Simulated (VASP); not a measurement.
All values below come from MS2 meta-GGA, VASP's PBE PAW potentials (set 64) (plane waves; VASP 6.6.1).

VASP input:

**KPOINTS**
```
K-points
0
G
 11 11 9
0 0 0
```

INCAR:
```
EDIFFG=-0.01
LCHARG=F
LREAL=F   ! projection in real space or not
LWAVE=F
LMIXTAU=T
LASPH=T   ! aspherical one-centre terms
PREC=Accurate
NELM=100   ! most electronic steps
ISIF=4   ! ions and shape, fixed volume
ALGO=Normal
ISMEAR=1   ! Methfessel-Paxton
SIGMA=0.1   ! width (eV)
NSW=30
EDIFF=1E-7
IBRION=2   ! conjugate gradients
SYSTEM=HfB2
METAGGA=MS2
ENCUT=520   ! plane-wave cut-off (eV)
LMAXMIX=6   ! l cut-off of mixed one-centre charges
```

### POSCAR
```
HfB2
1
    1.5233378971    -2.6384988558     0.0000000000
    1.5233378971     2.6384988558     0.0000000000
    0.0000000000     0.0000000000     3.4123743572
Hf B
1 2
Direct
  0.0000000000   0.0000000000   0.0000000000
  0.3333330000   0.6666670000   0.5000000000
  0.6666670000   0.3333330000   0.5000000000
```

POTCAR, in this order: Hf_pv B (PBE.64 set). Program: vasp_std.

Unless said otherwise, spin-orbit coupling is left out, though it shifts the bands of the heavy elements here.

Question: Estimate the energy per atom (σ→0), band gap (on the k-mesh).

Answer: 
```yaml
energy per atom (σ→0): -4.337 eV/atom
band gap (on the k-mesh): none (metal, semimetal or under 0.01 eV)
```

File OSZICAR:
```
...
       N       E                     dE             d eps       ncg     rms          rms(c)
DAV:   1    -0.130122101653E+02   -0.11382E-03   -0.57399E-03  2036   0.677E-01    0.960E-02
DAV:   2    -0.130121599805E+02    0.50185E-04   -0.71691E-05  2340   0.820E-02    0.436E-02
DAV:   3    -0.130121619612E+02   -0.19807E-05   -0.42585E-05  2168   0.718E-02    0.153E-02
DAV:   4    -0.130121562501E+02    0.57111E-05   -0.12791E-05  2348   0.383E-02    0.744E-03
DAV:   5    -0.130121616308E+02   -0.53807E-05   -0.62603E-06  2104   0.299E-02    0.609E-03
DAV:   6    -0.130121615426E+02    0.88196E-07   -0.53845E-07  2140   0.894E-03
   3 F= -.13012162E+02 E0= -.13012116E+02  d E =-.133813E-02
```

The compound is HfB2 in the AlB2 type structure. This cell is one point of a volume scan, at 0.94 of the reference volume. Symmetry was kept, so distortions that lower it aren't found.
